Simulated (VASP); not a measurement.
All values below come from LDA (Ceperley-Alder, Perdew-Zunger), VASP's LDA PAW potentials (set 64) (plane waves; VASP).

A VASP calculation is set up with these files.

INCAR:
```
ALGO = Normal
EDIFF = 1E-05
ENCUT = 300
ISIF = 2
ISMEAR = 1
ISPIN = 2
LASPH = .True.
LCHARG = .False.
LMAXMIX = 4
LORBIT = 11
LREAL = .False.
LWAVE = .False.
MAGMOM = 4*2.0 4*0.0
NELM = 100
PREC = Accurate
SIGMA = 0.136
SYSTEM = NiSb
```

**POSCAR**
```
NiSb
1
    3.6750530000     0.0000000000     0.0000000000
   -1.8375260000     3.1826890000     0.0000000000
    0.0000000000     0.0000000000    24.6316000000
Ni Sb
4 4
Direct
  0.3333330000   0.6666670000   0.2841880000
  0.6666670000   0.3333330000   0.5308300000
  0.6666670000   0.3333330000   0.6541520000
  0.3333330000   0.6666670000   0.4075090000
  0.0000000000   0.0000000000   0.7158120000
  0.0000000000   0.0000000000   0.4691700000
  0.3333330000   0.6666670000   0.5924910000
  0.6666670000   0.3333330000   0.3458480000
```

KPOINTS:
```
Automatic mesh
0
Gamma
5 5 1
0 0 0
```

POTCAR, in this order: Ni Sb (LDA.64 set). Program: vasp_std.

The cell holds a wide vacuum, so values per volume refer to the whole cell. Unless said otherwise, spin-orbit coupling is left out, though it shifts the bands of the heavy elements here.

What does the run give for the energy per atom (σ→0), cell moment, largest force, band gap (on the k-mesh)?

```json
{
  "energy per atom (σ→0)": "-5.507 eV/atom",
  "cell_moment": "0.00 μB",
  "band gap (on the k-mesh)": "none (metal, semimetal or under 0.01 eV)",
  "largest_force": "1.852 eV/Å"
}
```

OSZICAR:
```
...
DAV:  27    -0.440643995223E+02   -0.11682E-03   -0.12182E-04   904   0.120E-01    0.269E-02
DAV:  28    -0.440644787089E+02   -0.79187E-04   -0.18613E-05   640   0.472E-02    0.158E-02
DAV:  29    -0.440645379983E+02   -0.59289E-04   -0.15564E-05   608   0.350E-02    0.218E-02
DAV:  30    -0.440645839693E+02   -0.45971E-04   -0.10054E-05   640   0.202E-02    0.238E-02
DAV:  31    -0.440645986920E+02   -0.14723E-04   -0.17278E-06   608   0.987E-03    0.223E-02
DAV:  32    -0.440646142210E+02   -0.15529E-04   -0.57366E-06   600   0.245E-02    0.106E-02
DAV:  33    -0.440646229728E+02   -0.87518E-05   -0.29801E-06   616   0.883E-03
   1 F= -.44064623E+02 E0= -.44057042E+02  d E =-.227425E-01  mag=     0.0019
```

The cell is a sheet with vacuum, built from a generated structure.
